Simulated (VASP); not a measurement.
Given:

```
CELL_PARAMETERS angstrom
      0.00000     2.14488     2.14488
      2.14488     0.00000     2.14488
      2.14488     2.14488     0.00000
ATOMIC_POSITIONS crystal
  Ti 0.00000 0.00000 0.00000
  C  0.50000 0.50000 0.50000
```

Level of theory: AM05 GGA, VASP's PBE PAW potentials (set 64) (plane waves; VASP). Settings: 520 eV cut-off, Gaussian smearing of 0.050 eV, potentials Ti_sv C.

### Question
What does the run give for the band gap (along the path) with the smallest direct gap where there is one?

### Answer

| Quantity | Result |
|---|---|
| band gap (along the path) | none (metal, semimetal or under 0.01 eV) |

Only differences to runs with the same potentials and settings are physical.

The compound is TiC in the rock salt structure. It was relaxed first.
